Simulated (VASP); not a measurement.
Input:

```
As
1.0
    3.53601    -1.89470    -0.05343
    3.53601     1.89470    -0.05343
    2.56817     0.00000     3.08231
As
2
Direct
  0.23058   0.23058   0.23058
  0.76942   0.76942   0.76942
```

Computed with PBE GGA with D3 dispersion (Becke-Johnson damping), VASP's PBE PAW potentials (set 64) (plane waves; VASP). Settings: 520 eV cut-off, Gaussian smearing of 0.050 eV, potentials As.

Problem. Estimate the band gap (along the path) with the smallest direct gap where there is one.

Solution. 
```
Item                                                         Result
-------------------------  ----------------------------------------
band gap (along the path)  none (metal, semimetal or under 0.01 eV)
```

The compound is As in the a7 structure. It was relaxed first.
